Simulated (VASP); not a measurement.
VASP ran on this input.

INCAR:
```
SYSTEM = CaO
PREC = Accurate
ENCUT = 520
EDIFF = 1E-6
NELM = 100
ALGO = Normal
LREAL = .FALSE.
LASPH = .TRUE.
ISMEAR = 0
SIGMA = 0.05
GGA = PE
LWAVE = .FALSE.
LCHARG = .FALSE.
ISIF = 2
ISPIN = 2
MAGMOM = 1.0 1.0 1.0 1.0
```

File POSCAR:
```
CaO
1
    0.0000000000     2.4050000000     2.4050000000
    2.4050000000     0.0000000000     2.4050000000
    2.4050000000     2.4050000000     0.0000000000
Ca O
1 1
Direct
  0.0000000000   0.0000000000   0.0000000000
  0.5000000000   0.5000000000   0.5000000000
```

File KPOINTS:
```
Automatic mesh
0
Gamma
7 7 7
0 0 0
```

POTCAR, in this order: Ca_sv O (PBE.64 set). Program: vasp_std.

### Question
One choice in this input is risky. Which, and does it do harm here?

### Answer
The risk: MAGMOM holds more values than there are atoms. Here it does no harm: the run (PBE GGA, plane waves, VASP's PBE PAW potentials (set 64)) converges to the same energy and pressure as with the safe setting.
OSZICAR:
```
       N       E                     dE             d eps       ncg     rms          rms(c)
DAV:   1     0.128988387240E+03    0.12899E+03   -0.88107E+03  1048   0.126E+03
DAV:   2    -0.693046054453E+01   -0.13592E+03   -0.12718E+03  1218   0.319E+02
DAV:   3    -0.136910453699E+02   -0.67606E+01   -0.67056E+01  1295   0.724E+01
DAV:   4    -0.139053932659E+02   -0.21435E+00   -0.21421E+00  1484   0.119E+01
DAV:   5    -0.139084913791E+02   -0.30981E-02   -0.30980E-02  1300   0.133E+00    0.114E+01
DAV:   6    -0.127790042141E+02    0.11295E+01   -0.75187E+00  1200   0.254E+01    0.439E+00
DAV:   7    -0.128012783386E+02   -0.22274E-01   -0.65560E-01  1324   0.787E+00    0.185E+00
DAV:   8    -0.127954234166E+02    0.58549E-02   -0.76872E-02  1161   0.285E+00    0.906E-01
DAV:   9    -0.128012515004E+02   -0.58281E-02   -0.11674E-02  1484   0.101E+00    0.170E-01
DAV:  10    -0.128017340277E+02   -0.48253E-03   -0.32295E-03  1390   0.402E-01    0.100E-01
DAV:  11    -0.128019567320E+02   -0.22270E-03   -0.28282E-04  1130   0.170E-01    0.535E-02
DAV:  12    -0.128020393117E+02   -0.82580E-04   -0.99023E-05  1170   0.903E-02    0.138E-02
DAV:  13    -0.128020367902E+02    0.25214E-05   -0.12193E-05  1344   0.341E-02    0.303E-03
DAV:  14    -0.128020367203E+02    0.69904E-07   -0.72142E-07   696   0.998E-03
   1 F= -.12802037E+02 E0= -.12802037E+02  d E =-.281705E-16  mag=    -0.0001
```

The compound is CaO in the rock salt structure. The cell was not relaxed at this level.
